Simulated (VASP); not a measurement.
An input for Quantum ESPRESSO's pw.x (written as the equivalent of a VASP run, and not itself run):

```
&CONTROL
  calculation = 'vc-relax'
  pseudo_dir = './pseudo'
  outdir = './out'
  tprnfor = .true.
  tstress = .true.
  nstep = 40
  forc_conv_thr = 0.00078
/
&SYSTEM
  ibrav = 0
  nat = 3
  ntyp = 2
  ecutwfc = 86
  occupations = 'smearing'
  smearing = 'methfessel-paxton'
  degauss = 0.00735
  input_dft = 'pbesol'
/
&ELECTRONS
  conv_thr = 7.3e-08
  electron_maxstep = 100
/
&IONS
/
&CELL
/
ATOMIC_SPECIES
  Ti 47.867 Ti.upf
  Se 78.971 Se.upf
CELL_PARAMETERS angstrom
     1.7398165   -3.0134506    0.0000000
     1.7398165    3.0134506    0.0000000
     0.0000000   -0.0000000    5.9043891
ATOMIC_POSITIONS crystal
  Ti   1.0000000  0.0000000  0.0000000
  Se   0.3333330  0.6666670  0.2616829
  Se   0.6666670  0.3333330  0.7383171
K_POINTS automatic
  10 10 5 0 0 0
```

**Question.** Translate this input to VASP (INCAR, KPOINTS, POSCAR, choice of POTCAR).

**Answer.** One answer among several that fit: 
File POSCAR:
```
TiSe2
1
    1.7398164599    -3.0134505714     0.0000000000
    1.7398164599     3.0134505714     0.0000000000
    0.0000000000    -0.0000000000     5.9043891411
Ti Se
1 2
Direct
  1.0000000000   0.0000000000   0.0000000000
  0.3333330000   0.6666670000   0.2616828690
  0.6666670000   0.3333330000   0.7383171310
```

File KPOINTS:
```
Automatic mesh
0
Gamma
10 10 5
0 0 0
```

INCAR:
```
! general
SYSTEM =TiSe2
PREC   =Accurate
ENCUT  =500
LREAL  =.FALSE.
LASPH  =.TRUE.

! electronic loop
EDIFF  =1E-6
NELM   =100
ALGO   =Normal
LMAXMIX=4

! smearing
ISMEAR =1
SIGMA  =0.1

! functional
GGA    =PS

! ions
IBRION =2
NSW    =40
ISIF   =3
EDIFFG =-0.02

! output
LWAVE  =.FALSE.
LCHARG =.FALSE.
```

POTCAR, in this order: Ti_sv Se (PBE.64 set). Program: vasp_std.

The two are equivalent in intent, not identical: the potentials are each code's own (VASP's PAW set, PseudoDojo norm-conserving files in pw.x), so ENCUT and ecutwfc are chosen apart and not converted; conv_thr bounds pw.x's estimated SCF error, while EDIFF bounds the energy change between steps; forc_conv_thr acts on force components and is met together with etot_conv_thr.

The compound is TiSe2 in the 1T layered structure. It was relaxed first, which changed the volume by -5 %.
